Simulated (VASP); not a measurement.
Given:

```yaml
crystal:
  lattice:
    - [8.75833, 0.00000, 0.00000]
    - [0.00000, 8.75833, 0.00000]
    - [0.00000, 0.00000, 8.75833]
  atoms:
    - { symbol: Si, position: [0.49899, 0.00160, 0.00080] }
    - { symbol: Si, position: [0.74849, 0.25044, 0.99899] }
    - { symbol: Si, position: [0.74831, 0.00041, 0.25132] }
    - { symbol: Si, position: [0.00001, 0.00057, 0.99961] }
    - { symbol: Si, position: [0.24823, 0.24867, 0.99793] }
    - { symbol: Si, position: [0.49976, 0.50035, 0.99655] }
    - { symbol: Si, position: [0.75034, 0.75101, 0.99872] }
    - { symbol: Si, position: [0.24843, 0.99981, 0.24940] }
    - { symbol: Si, position: [0.49287, 0.24888, 0.24789] }
    - { symbol: Si, position: [0.75488, 0.50786, 0.24480] }
    - { symbol: Si, position: [0.50000, 0.99793, 0.49963] }
    - { symbol: Si, position: [0.75185, 0.24877, 0.50683] }
    - { symbol: Si, position: [0.75029, 0.99975, 0.75125] }
    - { symbol: Si, position: [0.99951, 0.50177, 0.00017] }
    - { symbol: Si, position: [0.24913, 0.75019, 0.99937] }
    - { symbol: Si, position: [0.00067, 0.25034, 0.25117] }
    - { symbol: Si, position: [0.24951, 0.50162, 0.25008] }
    - { symbol: Si, position: [0.49880, 0.74937, 0.25117] }
    - { symbol: Si, position: [0.99895, 0.00154, 0.50064] }
    - { symbol: Si, position: [0.24957, 0.25108, 0.50070] }
    - { symbol: Si, position: [0.74855, 0.74944, 0.50084] }
    - { symbol: Si, position: [0.24960, 0.99952, 0.75007] }
    - { symbol: Si, position: [0.49895, 0.25103, 0.75013] }
    - { symbol: Si, position: [0.74955, 0.50166, 0.75019] }
    - { symbol: Si, position: [0.00095, 0.75103, 0.24924] }
    - { symbol: Si, position: [0.00310, 0.50041, 0.49986] }
    - { symbol: Si, position: [0.25057, 0.74835, 0.49959] }
    - { symbol: Si, position: [0.00174, 0.24870, 0.75142] }
    - { symbol: Si, position: [0.25049, 0.50122, 0.74917] }
    - { symbol: Si, position: [0.50006, 0.74839, 0.74916] }
    - { symbol: Si, position: [0.00028, 0.75022, 0.75053] }
    - { symbol: C, position: [0.62431, 0.12786, 0.12755] }
    - { symbol: C, position: [0.87327, 0.37479, 0.12644] }
    - { symbol: C, position: [0.87211, 0.12780, 0.37538] }
    - { symbol: C, position: [0.12408, 0.12547, 0.12522] }
    - { symbol: C, position: [0.37440, 0.37646, 0.12189] }
    - { symbol: C, position: [0.62309, 0.62443, 0.12346] }
    - { symbol: C, position: [0.87411, 0.87608, 0.12549] }
    - { symbol: C, position: [0.37508, 0.12389, 0.37663] }
    - { symbol: C, position: [0.87622, 0.62457, 0.37652] }
    - { symbol: C, position: [0.62304, 0.12391, 0.62462] }
    - { symbol: C, position: [0.87777, 0.37653, 0.62516] }
    - { symbol: C, position: [0.87442, 0.12553, 0.87556] }
    - { symbol: C, position: [0.12362, 0.62562, 0.12423] }
    - { symbol: C, position: [0.37442, 0.87618, 0.12478] }
    - { symbol: C, position: [0.12551, 0.37485, 0.37395] }
    - { symbol: C, position: [0.36983, 0.62815, 0.36971] }
    - { symbol: C, position: [0.62520, 0.87442, 0.37440] }
    - { symbol: C, position: [0.12450, 0.12428, 0.62518] }
    - { symbol: C, position: [0.37036, 0.37147, 0.62933] }
    - { symbol: C, position: [0.63003, 0.62831, 0.62987] }
    - { symbol: C, position: [0.87492, 0.87621, 0.62524] }
    - { symbol: C, position: [0.37445, 0.12427, 0.87517] }
    - { symbol: C, position: [0.62568, 0.37488, 0.87413] }
    - { symbol: C, position: [0.87540, 0.62563, 0.87606] }
    - { symbol: C, position: [0.12283, 0.87706, 0.37583] }
    - { symbol: C, position: [0.12467, 0.62596, 0.62532] }
    - { symbol: C, position: [0.37465, 0.87427, 0.62496] }
    - { symbol: C, position: [0.12299, 0.37617, 0.87669] }
    - { symbol: C, position: [0.37433, 0.62593, 0.87498] }
    - { symbol: C, position: [0.62380, 0.87711, 0.87687] }
    - { symbol: C, position: [0.12438, 0.87564, 0.87526] }
    - { symbol: Cr, position: [0.51150, 0.48987, 0.48822] }
```
Cell charge -1.

The numbers are results of HSE06 screened hybrid, VASP's PBE PAW potentials (set 64) (plane waves; VASP 6.6.1), not measurements. Numerical set-up: PREC = Normal, LREAL = Auto, ISYM = 0, NELECT = 261.0, EDIFF = 1E-5, 400 eV cut-off, 1×1×1 Γ-centred mesh, Gaussian smearing of 0.050 eV, potentials Si C Cr_pv. Starting moments (MAGMOM): 63*0.0476. The cell's moment is fixed (NUPDOWN = 3).

The cell is charged, with a uniform compensating background. The supercell is sampled at Γ alone, which is coarse: total energies, pressure and levels can be off, energies of defects by several tenths of an eV.

Estimate the cell moment, energy per atom (σ→0).

```yaml
cell_moment: 3.00 μB
energy per atom (σ→0): -8.544 eV/atom
```

Give the moment on each site (PAW-sphere projection).

| site | moment (μB) |
|---|---|
| Si1 | 0.00 |
| Si2 | 0.00 |
| Si3 | 0.00 |
| Si4 | 0.00 |
| Si5 | 0.00 |
| Si6 | 0.00 |
| Si7 | -0.01 |
| Si8 | 0.00 |
| Si9 | 0.04 |
| Si10 | -0.02 |
| Si11 | 0.00 |
| Si12 | 0.04 |
| Si13 | 0.00 |
| Si14 | 0.00 |
| Si15 | 0.00 |
| Si16 | 0.00 |
| Si17 | 0.00 |
| Si18 | 0.01 |
| Si19 | 0.00 |
| Si20 | 0.01 |
| Si21 | 0.01 |
| Si22 | 0.00 |
| Si23 | 0.01 |
| Si24 | 0.00 |
| Si25 | -0.01 |
| Si26 | 0.00 |
| Si27 | 0.01 |
| Si28 | 0.00 |
| Si29 | 0.01 |
| Si30 | 0.01 |
| Si31 | 0.00 |
| C32 | 0.00 |
| C33 | -0.01 |
| C34 | 0.00 |
| C35 | 0.00 |
| C36 | 0.01 |
| C37 | 0.01 |
| C38 | -0.01 |
| C39 | 0.01 |
| C40 | 0.01 |
| C41 | 0.01 |
| C42 | 0.01 |
| C43 | 0.00 |
| C44 | 0.01 |
| C45 | -0.02 |
| C46 | 0.00 |
| C47 | -0.05 |
| C48 | 0.00 |
| C49 | 0.00 |
| C50 | -0.08 |
| C51 | -0.05 |
| C52 | -0.02 |
| C53 | 0.00 |
| C54 | 0.00 |
| C55 | 0.01 |
| C56 | 0.01 |
| C57 | 0.00 |
| C58 | -0.01 |
| C59 | 0.01 |
| C60 | 0.00 |
| C61 | 0.01 |
| C62 | 0.01 |
| Cr63 | 3.13 |

The absolute energy has meaning only against runs of the same code, potentials and settings.

The cell is a supercell with a defect, built from SiC (zinc blende): Cr_Si-vac_C, charge -1. The cell's shape comes from a PBE relaxation.
